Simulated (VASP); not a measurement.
Here is a VASP 6.6.1 calculation.

The input INCAR:

```
PREC = Accurate
ENCUT = 520
EDIFF = 1E-7
ISMEAR = -1
SIGMA = 0.02
LREAL = Auto
LASPH = T
NELM = 60
ALGO = Fast
ISIF = 2
LWAVE = F
LCHARG = F
GGA = PE
IVDW = 12
NBANDS = 82
```

KPOINTS

```
Automatic mesh
0
Gamma
  2 2 1
```

POSCAR

```
Ta8H2CN8
1.0
    5.8798840000      0.0000000000      0.0000000000
   -2.9399420000      5.0921290000      0.0000000000
    0.0000000000      0.0000000000     19.3352630000
Ta N C H
8 8 1 2
Direct
    0.0013974052      0.0005498682      0.0950543057
    0.0030198936     -0.0004909538      0.2616462988
    0.0003562703      0.5015387473      0.0946508977
   -0.0020979184      0.5052699961      0.2676612157
    0.4988221338     -0.0013550324      0.0933734390
    0.5187401035      0.0375285072      0.2554193341
    0.5011156696      0.5013030895      0.0948732893
    0.5153643154      0.5011263462      0.2622358951
    0.3333394273      0.1666689905      0.0517189758
    0.3560510842      0.1841665834      0.1880088210
    0.3333379810      0.6666759621      0.0517189758
    0.3402122650      0.6758666169      0.1944219740
    0.8333322843      0.1666689905      0.0517189758
    0.8273000899      0.1828704654      0.1905999417
    0.8333308380      0.6666759621      0.0517189758
    0.8558950199      0.6833683907      0.1868813473
    0.1219257258      0.1244273270      0.3484514278
    0.1291349850      0.1833025047      0.4031132134
    0.4273490603      1.1552142532      0.3262588153
```

Potentials or basis: VASP PAW PBE potentials, release 64 (Ta_pv, N, C, H).

The run is started by

```bash
$ cat potpaw_PBE.64/Ta_pv/POTCAR potpaw_PBE.64/N/POTCAR potpaw_PBE.64/C/POTCAR potpaw_PBE.64/H/POTCAR > POTCAR
$ mpirun -np 1 vasp_std > vasp.out
```

Q: What does it give for the band gap on the k mesh?

A: None (metal or under the smearing width).

Q: Predict the largest force.

A: 7.190 eV/Å.

Forces in eV/Å, atoms in the order of the input:
```
Ta  -0.161 -0.081  6.223
Ta  -1.944 -1.795 -4.836
Ta  -0.017 -0.192  7.188
Ta   1.096  0.838 -2.872
Ta   0.253  0.548  6.606
Ta   2.137 -4.246 -1.249
Ta  -0.036 -0.114  6.698
Ta  -0.744  1.423 -0.746
N   -0.089  0.256 -5.123
N   -0.938  0.178 -0.571
N    0.107 -0.267 -5.022
N   -0.156 -0.548 -0.576
N    0.088  0.011 -4.839
N    1.646  0.695 -1.094
N   -0.093  0.041 -5.168
N   -0.275 -1.309 -0.179
C   -0.743  2.809  4.371
H    0.751 -0.044 -0.196
H   -0.882  1.799  1.384
```

Caveat: the k mesh is coarse (spacing up to 0.62 Å⁻¹), so the values aren't converged. Spin-orbit coupling is left out, which matters for the levels of Ta.
